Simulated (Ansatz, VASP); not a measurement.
**Cross-check of Ta32H (interstitial H in bcc Ta, hop from a tetrahedral to the next tetrahedral site) between VASP and Ansatz**

Aim: how closely do two programs agree when they are given the same cell, functional and k mesh? Of the first pair: The structure shown is the start of the Ansatz relaxation below; VASP solves that cell, so the two are compared at the walk's first step.

Method: plane waves, with VASP 6.6.1 beside it; PBE, in Ansatz 0.2.0.

### Step 1. Set-up

The cell holds 33 atoms: 32 Ta and 1 H. Its edges and angles: a = 9.392 Å, b = 9.392 Å, c = 9.392 Å, α = 60.0°, β = 60.0°, γ = 60.0°. It derives from Ta (Ta (Im-3m)). Nearest the centre at fractional (0.312, 0.438, 0.562): H33 at 0.00 Å, Ta14 at 1.86 Å, Ta4 at 1.86 Å, Ta29 at 1.86 Å, Ta7 at 1.86 Å, Ta11 at 2.99 Å, Ta13 at 2.99 Å, Ta8 at 2.99 Å.

### Step 2. Ansatz: relaxation, PBE

Ansatz runs on its default PAW (the set named soft_2) files.

The two programs are compared at the cell with which this relaxation starts, whose forces are those of its first step.

input.yaml

```yaml
relax:
  f_tol: 0.02
  max_steps: 80
  escape_saddle: false
crystal:
  lattice:
    - [0.0, 6.64119614, 6.64119614]
    - [6.64119614, 0.0, 6.64119614]
    - [6.64119614, 6.64119614, 0.0]
  atoms:
    - { symbol: Ta, position: [0.0, 0.0, 0.0] }
    - { symbol: Ta, position: [0.125, 0.125, 0.125] }
    - { symbol: Ta, position: [0.25, 0.25, 0.25] }
    - { symbol: Ta, position: [0.375, 0.375, 0.375] }
    - { symbol: Ta, position: [0.0, 0.0, 0.5] }
    - { symbol: Ta, position: [0.125, 0.125, 0.625] }
    - { symbol: Ta, position: [0.25, 0.25, 0.75] }
    - { symbol: Ta, position: [0.375, 0.375, 0.875] }
    - { symbol: Ta, position: [0.0, 0.5, 0.0] }
    - { symbol: Ta, position: [0.125, 0.625, 0.125] }
    - { symbol: Ta, position: [0.25, 0.75, 0.25] }
    - { symbol: Ta, position: [0.375, 0.875, 0.375] }
    - { symbol: Ta, position: [0.0, 0.5, 0.5] }
    - { symbol: Ta, position: [0.125, 0.625, 0.625] }
    - { symbol: Ta, position: [0.25, 0.75, 0.75] }
    - { symbol: Ta, position: [0.375, 0.875, 0.875] }
    - { symbol: Ta, position: [0.5, 0.0, 0.0] }
    - { symbol: Ta, position: [0.625, 0.125, 0.125] }
    - { symbol: Ta, position: [0.75, 0.25, 0.25] }
    - { symbol: Ta, position: [0.875, 0.375, 0.375] }
    - { symbol: Ta, position: [0.5, 0.0, 0.5] }
    - { symbol: Ta, position: [0.625, 0.125, 0.625] }
    - { symbol: Ta, position: [0.75, 0.25, 0.75] }
    - { symbol: Ta, position: [0.875, 0.375, 0.875] }
    - { symbol: Ta, position: [0.5, 0.5, 0.0] }
    - { symbol: Ta, position: [0.625, 0.625, 0.125] }
    - { symbol: Ta, position: [0.75, 0.75, 0.25] }
    - { symbol: Ta, position: [0.875, 0.875, 0.375] }
    - { symbol: Ta, position: [0.5, 0.5, 0.5] }
    - { symbol: Ta, position: [0.625, 0.625, 0.625] }
    - { symbol: Ta, position: [0.75, 0.75, 0.75] }
    - { symbol: Ta, position: [0.875, 0.875, 0.875] }
    - { symbol: H, position: [0.3125, 0.4375, 0.5625] }
basis:
  ecutwfc: 420
  xc_grid: 2
hamiltonian:
  xc: pbe
kpoints:
  mp_grid: { grid: [4, 4, 4] }
scf:
  occupations: { method: fermi_dirac, width: 0.05 }
  max_iter: 120
output:
  forces: true
checkpoint:
  write: "../start.run"
  compress: false
  write_wavefunctions: true
  write_every: 100000
```

On the command line:

```console
$ ansatz run input.yaml --threads 4 --pin off --max-ram 14131MiB --backend cpu --events-out ev --progress --plain --runs-dir out
```

Numbers of over 12 decimals in the logs are rounded to 6 here.

Log:

```text
Engine: ansatz 0.2.0, aarch64-unknown-linux-gnu
Pseudopotentials: kind: paw
Pseudopotential: Ta, paw, valence charge 13, recommended cutoff 420 eV (normal), Ta.paw.azcp
Pseudopotential: H, paw, valence charge 1, recommended cutoff 420 eV (normal), H.paw.azcp
Functional definition: PBE
  parameter kappa = 0.804
  parameter beta = 0.066725
  exchange = pbe_x(kappa = kappa, mu = beta*pi^2/3)
  correlation = pbe_c(beta = beta)
Crystal: 33 atoms, lattice volume = 585.826 Å³
Basis set: ecut = 420 eV, 11575 PW (Γ), exchange–correlation on 128×128×128 points (8 copies of the dense FFT grid, shifted against one another)
Bands: 251, of which v1, the nominal top of the filled ones, is band 209 counted from 1 (208 counted from 0)
Symmetry: 8 space group operations
Space group: I-42m (ITA 121), of the structure as read, at distance tolerance 8.4e-5 Å
k-points: 13 of 64 (time reversal used)
Non-local potential: Ta, projectors of the file, l = 0: 3, l = 1: 2, l = 2: 2, l = 3: 1
Non-local potential: H, projectors of the file, l = 0: 2, l = 1: 1
PAW form: soft (Blöchl's): semilocal exchange-correlation on the pseudo side does not see the compensation charge
PAW one-centre angular grid: Ta, 590 points (default); XC on 64 Gauss nodes
PAW one-centre angular grid: H, 110 points (default); XC on 64 Gauss nodes
Initial density: superposition of atomic densities (neutral atoms: chi_scale 0, normalization atom), corrected by the library's trained network
Initial wavefunctions: pseudopotential atomic-orbital guess
Functional: x = pbe(κ = 0.804, μ = 0.219515), c = pbe(β = 0.066725)
SCF iter   1: F=—  HF=-317848.325018 eV  |F-HF|=—  |Δ(HF+E_count)|=         —  Δρ=2.86e-3  dr2=1.34e-1  ethr=1.77e-3  ⟨swp⟩=6.7  Hψ=12901  notcnv=0  defer=160
preconditioner: auto → Kerker (q_TF=auto, 2.578 Å⁻¹)  [metal: Δε(μ)=0.017 eV  Ē_g=4.170 eV  σ=0.050 eV  W_gap=0.09  n_scr=168 (ndim 8)  ℏωp=19.5 eV  f_vac=0.000  D(μ)=36.21/eV (n_scr^D=338)]
SCF iter   2: F=—  HF=-317848.312998 eV  |F-HF|=—  |Δ(HF+E_count)|=   1.20e-2  Δρ=1.49e-3  dr2=1.18e-2  ethr=3.21e-5  ⟨swp⟩=2.0  Hψ=4242  notcnv=0  defer=249
SCF iter   3: F=—  HF=-317848.314355 eV  |F-HF|=—  |Δ(HF+E_count)|=   1.36e-3  Δρ=6.18e-4  dr2=2.52e-3  ethr=2.82e-6  ⟨swp⟩=2.0  Hψ=3397  notcnv=0  defer=249
SCF iter   4: F=—  HF=-317848.315424 eV  |F-HF|=—  |Δ(HF+E_count)|=   1.07e-3  Δρ=1.08e-4  dr2=1.47e-4  ethr=6.05e-7  ⟨swp⟩=2.0  Hψ=3858  notcnv=0  defer=249
iter 5 did not close the SCF: its close was put off for the readings that it lacked (scf_convergence_deferred on its scf_iter line)
SCF iter   5: F=-317848.315413 eV  HF=-317848.315414 eV  |F-HF|=1.45e-6  |Δ(HF+E_count)|=   9.90e-6  Δρ=4.04e-5  dr2=7.19e-6  ethr=3.52e-8  ⟨swp⟩=2.0  Hψ=4034  notcnv=0  defer=249
SCF iter   6: F=-317848.315416 eV  HF=-317848.315416 eV  |F-HF|=6.68e-7  |Δ(HF+E_count)|=   2.12e-6  Δρ=8.31e-6  dr2=8.60e-7  ethr=1.72e-9  ⟨swp⟩=2.0  Hψ=9959  notcnv=0
SCF 1 converged in 6 iterations: F = -317848.315416 eV  dr2 = 8.60e-7
  greatest PAW one-centre occupation: 0.999 electrons in one spin orbital (limit 2), on the Ta atom at site 13 (counted from 0), in its partial waves of l = 0
relax step   1: F+E_penalty+E_count = -317848.31541559 eV  Δ(F+E_penalty+E_count) = +0.000e0 eV  max|allowed force component| = 1.028e0 eV/Å  Δτ_max = 0.0000 Å  (6 SCF iters, dr2 threshold 1.00e-5 eV, accepted)
Initial density: handed on by an earlier stage of this run
Initial wavefunctions: those handed on with the density
iter 1 solved again at ethr=1.45e-3 eV; its pass at ethr=3.10e-3 eV (dr2=6.06e0 eV) is discarded
SCF iter   1: F=—  HF=-317848.704048 eV  |F-HF|=—  |Δ(HF+E_count)|=         —  Δρ=1.21e-2  dr2=5.66e0  ethr=1.45e-3  ⟨swp⟩=1.0  Hψ=12564  notcnv=0  defer=252
preconditioner: auto → Kerker (q_TF=auto, 2.578 Å⁻¹)  [metal: Δε(μ)=0.002 eV  Ē_g=4.175 eV  σ=0.050 eV  W_gap=0.01  n_scr=168 (ndim 8)  ℏωp=19.5 eV  f_vac=0.000  D(μ)=37.46/eV (n_scr^D=386)]
SCF iter   2: F=—  HF=-317848.307364 eV  |F-HF|=—  |Δ(HF+E_count)|=   3.97e-1  Δρ=5.04e-3  dr2=5.76e-1  ethr=1.36e-3  ⟨swp⟩=2.3  Hψ=3360  notcnv=0  defer=256
SCF iter   3: F=—  HF=-317848.231372 eV  |F-HF|=—  |Δ(HF+E_count)|=   7.60e-2  Δρ=2.08e-3  dr2=1.10e-1  ethr=1.38e-4  ⟨swp⟩=2.4  Hψ=5073  notcnv=0  defer=293
SCF iter   4: F=—  HF=-317848.212434 eV  |F-HF|=—  |Δ(HF+E_count)|=   1.89e-2  Δρ=4.82e-4  dr2=2.83e-3  ethr=2.64e-5  ⟨swp⟩=2.0  Hψ=4029  notcnv=0  defer=293
SCF iter   5: F=—  HF=-317848.213074 eV  |F-HF|=—  |Δ(HF+E_count)|=   6.40e-4  Δρ=2.20e-4  dr2=3.41e-4  ethr=6.78e-7  ⟨swp⟩=2.0  Hψ=4327  notcnv=0  defer=293
SCF iter   6: F=-317848.213014 eV  HF=-317848.213039 eV  |F-HF|=2.43e-5  |Δ(HF+E_count)|=   3.48e-5  Δρ=5.23e-5  dr2=3.26e-5  ethr=1.59e-8  ⟨swp⟩=3.0  Hψ=10776  notcnv=0
SCF 2 converged in 6 iterations: F = -317848.213014 eV  dr2 = 3.26e-5
[...]
k-point 2: bands = [... 205 lower, 18.2773, 18.2858, 18.2914, 18.2967, 18.3095, 18.3120, 18.3154, 18.4890, ... 38 higher]
  k-point 12: bands = [... 205 lower, 17.8724, 18.1219, 18.1645, 18.2970, 18.2970, 18.4283, 18.5745, 18.5777, ... 38 higher]
--- Relaxed structure (5 steps of the walk, 4 accepted, 0 SCFs on fresh bases) ---
  F+E_penalty+E_count = -317848.47172742 eV   max|allowed force component| = 2.059e-3 eV/Å
  atoms:
    - { symbol: Ta, position: [1.978137760447062e-5, 2.898777620277117e-5, -2.8987776202771127e-5] }
    - { symbol: Ta, position: [0.124142, 0.124016, 0.126386] }
    - { symbol: Ta, position: [0.250456, 0.249142, 0.249016] }
    - { symbol: Ta, position: [0.376618, 0.373382, 0.368171] }
    - { symbol: Ta, position: [-0.000984158, 0.00138637, 0.500456] }
    - { symbol: Ta, position: [0.124694, 0.124870, 0.625601] }
    - { symbol: Ta, position: [0.248382, 0.243171, 0.756829] }
    - { symbol: Ta, position: [0.375895, 0.374105, 0.876432] }
    - { symbol: Ta, position: [-0.000130346, 0.500601, -0.000163926] }
    - { symbol: Ta, position: [0.124878, 0.625122, 0.124549] }
    - { symbol: Ta, position: [0.249105, 0.751432, 0.248568] }
    - { symbol: Ta, position: [0.375601, 0.874836, 0.374694] }
    - { symbol: Ta, position: [-0.00143156, 0.500895, 0.499105] }
    - { symbol: Ta, position: [0.118171, 0.631829, 0.626618] }
    - { symbol: Ta, position: [0.249399, 0.750130, 0.750306] }
    - { symbol: Ta, position: [0.374544, 0.873614, 0.875984] }
    - { symbol: Ta, position: [0.500122, -0.000451261, 0.000451261] }
    - { symbol: Ta, position: [0.624980, 0.125020, 0.125029] }
    - { symbol: Ta, position: [0.749836, 0.249694, 0.249870] }
    - { symbol: Ta, position: [0.876386, 0.375456, 0.374142] }
    - { symbol: Ta, position: [0.500306, 0.000163926, 0.499399] }
    - { symbol: Ta, position: [0.626432, 0.123568, 0.625895] }
    - { symbol: Ta, position: [0.750451, 0.249878, 0.750122] }
    - { symbol: Ta, position: [0.875164, 0.374399, 0.875130] }
    - { symbol: Ta, position: [0.500858, 0.499544, -0.00138637] }
    - { symbol: Ta, position: [0.625130, 0.625306, 0.125164] }
    - { symbol: Ta, position: [0.749971, 0.749980, 0.250020] }
    - { symbol: Ta, position: [0.874549, 0.875451, 0.374878] }
    - { symbol: Ta, position: [0.506829, 0.501618, 0.498382] }
    - { symbol: Ta, position: [0.625984, 0.625858, 0.624544] }
    - { symbol: Ta, position: [0.748614, 0.750984, 0.750858] }
    - { symbol: Ta, position: [0.875029, 0.874971, 0.874980] }
    - { symbol: H, position: [0.3125, 0.437500, 0.5625] }
```

Reading the cycles: dr2 is the Hartree energy of the density residual (eV), the measure of convergence; HF is the Harris–Foulkes estimate of the energy, which meets the free energy F at convergence.

### Step 3. VASP: single point, PBE, start cell, pair 1

The same cell, functional, mesh and smearing now go to VASP, with its own data sets.

Lines of VASP's logs that name or quote its potential files are left out, and so is its time.

INCAR

```
SYSTEM = Ta32H
PREC = Accurate
ENCUT = 400
EDIFF = 1E-06
NELM = 120
ISMEAR = -1
SIGMA = 0.05
LREAL = Auto
ALGO = Normal
GGA = PE
NBANDS = 204
LASPH = .TRUE.
LORBIT = 11
LWAVE = .FALSE.
LCHARG = .FALSE.
ISIF = 2
GGA_COMPAT = .FALSE.
KPAR = 4
```

POSCAR

```
Ta32H
1.0
    0.0000000000      6.6411961435      6.6411961435
    6.6411961435      0.0000000000      6.6411961435
    6.6411961435      6.6411961435      0.0000000000
Ta H
32 1
Direct
    0.0000000431      0.9999999570      0.0000000214
    0.1250000295      0.1249999596      0.1250000241
    0.2500000268      0.2499999515      0.2500000322
    0.3750000296      0.3749999542      0.3750000296
    0.0000000377      0.9999999516      0.5000000214
    0.1250000295      0.1249999596      0.6250000242
    0.2500000322      0.2499999570      0.7500000214
    0.3750000296      0.3749999542      0.8750000188
    0.0000000377      0.4999999516      0.0000000214
    0.1250000295      0.6249999542      0.1250000296
    0.2500000322      0.7499999462      0.2500000322
    0.3750000296      0.8749999488      0.3750000242
    0.0000000377      0.4999999516      0.5000000268
    0.1250000350      0.6249999488      0.6250000242
    0.2500000322      0.7499999462      0.7500000268
    0.3750000350      0.8749999542      0.8750000188
    0.5000000322      0.9999999570      0.0000000214
    0.6250000188      0.1249999651      0.1250000296
    0.7500000268      0.2499999515      0.2500000322
    0.8750000296      0.3749999488      0.3750000242
    0.5000000322      0.9999999570      0.5000000268
    0.6250000242      0.1249999596      0.6250000242
    0.7500000268      0.2499999515      0.7500000268
    0.8750000350      0.3749999542      0.8750000188
    0.5000000322      0.4999999570      0.0000000269
    0.6250000242      0.6249999542      0.1250000296
    0.7500000268      0.7499999408      0.2500000376
    0.8750000350      0.8749999488      0.3750000242
    0.5000000268      0.4999999516      0.5000000268
    0.6250000242      0.6249999542      0.6250000296
    0.7500000322      0.7499999462      0.7500000268
    0.8750000350      0.8749999488      0.8750000134
    0.3125000309      0.4374999529      0.5625000255
```

KPOINTS

```
Automatic mesh
0
Gamma
4 4 4
0 0 0
```

Potentials, in the order of the species: Ta_pv and H (PBE family, release 64).

On the command line:

```console
$ mpirun -np 4 vasp_std
```

Log:

```text
[banner, memory and clock lines left out]
running    4 mpi-ranks, on    1 nodes
[...]
LDA part: xc-table for (Slater+PW92), standard interpolation
 POSCAR, INCAR and KPOINTS ok, starting setup
[...]
entering main loop
       N       E                     dE             d eps       ncg     rms          rms(c)
DAV:   1     0.357272091601E+04    0.35727E+04   -0.16838E+05  5400   0.150E+03
DAV:   2    -0.160721096750E+03   -0.37334E+04   -0.36353E+04  5552   0.497E+02
DAV:   3    -0.386543499836E+03   -0.22582E+03   -0.21134E+03  6680   0.101E+02
DAV:   4    -0.397113081856E+03   -0.10570E+02   -0.98752E+01  6248   0.169E+01
[...]
DAV:  15    -0.381782528352E+03    0.13819E-04   -0.34042E-05  6664   0.247E-02    0.599E-03
DAV:  16    -0.381782525121E+03    0.32314E-05   -0.28500E-06  3736   0.565E-03    0.268E-03
DAV:  17    -0.381782525604E+03   -0.48344E-06   -0.52364E-07  3192   0.248E-03
   1 F= -.38178253E+03 E0= -.38162770E+03  d E =-.309655E+00
```

OUTCAR, selected parts (step 3):

```text
  Total        3.7696272      3.3821856      3.7696272     -0.0000000     -0.0000000      0.0000000
  in kB       10.3095586      9.2499441     10.3095586     -0.0000000     -0.0000000      0.0000000
  external PRESSURE =       9.9563537 kB  Pullay stress =       0.0000000 kB

 POSITION                                       TOTAL-FORCE (eV/Angst)
 -----------------------------------------------------------------------------------
      6.64120      0.00000      6.64120        -0.000000      0.022032      0.035468
      1.66030      1.66030      1.66030        -0.005785      0.004748     -0.020633
      3.32060      3.32060      3.32060        -0.020633     -0.004748      0.005785
      4.98090      4.98090      4.98090        -1.043148     -0.559108     -0.000000
      9.96179      3.32060      6.64120         0.020633     -0.004748     -0.005785
      4.98090      4.98090      1.66030         0.007357      0.003621     -0.054788
      6.64120      6.64120      3.32060        -0.000000      0.559108     -1.043148
      8.30150      8.30150      4.98090         0.099594      0.194635     -0.000000
      3.32060      0.00000      3.32060         0.054788     -0.003621      0.007357
      4.98090      1.66030      4.98090        -0.005414     -0.020680     -0.000000
      6.64120      3.32060      6.64120        -0.000000     -0.194635      0.099594
      8.30150      4.98090      8.30150        -0.007357      0.003621      0.054788
      6.64120      3.32060      3.32060        -0.000000     -0.194635     -0.099594
      8.30150      4.98090      4.98090         1.043148     -0.559108     -0.000000
[...]
-----------------------------------------------------------------------------------
    total drift:                                0.000429      0.000287     -0.000003

  FREE ENERGIE OF THE ION-ELECTRON SYSTEM (eV)
  ---------------------------------------------------
  free  energy   TOTEN  =      -381.7825256041 eV

  energy  without entropy=     -381.4728707342  energy(sigma->0) =     -381.62769817

[... 2 further parts left out ...]
[key lines of the parts left out:]
E-fermi :   5.3730
```

The run ends at a pressure of 1.00 GPa, with forces up to 1.2 eV/Å.

### Step 4. Side by side

Known differences besides the potentials themselves: the data sets hold 417 valence electrons in Ansatz (on its default PAW (the set named soft_2) files) and 353 in VASP; the cutoff is 420 eV in Ansatz and 400 eV in VASP (PREC = Accurate, projectors in real space). Total energies have different zeros and are not compared.

Forces on 7 of the 33 atoms, those with the largest forces and the largest differences (eV/Å; atoms numbered as in POSCAR):

```tsv
atom	Ansatz x, y, z	VASP x, y, z
Ta4	-1.028, -0.551, 0.000	-1.043, -0.559, 0.000
Ta7	0.000, 0.551, -1.028	0.000, 0.559, -1.043
Ta11	0.000, -0.194, 0.099	0.000, -0.195, 0.100
Ta13	0.000, -0.194, -0.099	0.000, -0.195, -0.100
Ta14	1.028, -0.551, 0.000	1.043, -0.559, 0.000
Ta22	-0.099, 0.194, 0.000	-0.100, 0.195, 0.000
Ta29	0.000, 0.551, 1.028	0.000, 0.559, 1.043
```

The forces differ by 3.4 meV/Å r.m.s., which is 1.4 % of the r.m.s. force of 0.243 eV/Å (both taken over all components).

### Step 5. Ansatz: relaxation, PBE

This run makes the geometry at which the two programs are then compared.

The structure compared here is the end of the Ansatz relaxation.

This is the run of step 2 again, met here at its other cell.

(Part 1 of 2 ends here.)

[Lines on the potential files, build, host, timing and source positions are cut from VASP's logs without a mark.]

[Logs are printed without paths, hosts, clocks, repeated set-up lines and the standing remarks that a program may print on its own settings, such as how far it seeks lower states.]

[Hosts, paths, dates, database ids (printed as entryN), source tags and the programs' standing remarks are cut or masked in the printed files.]
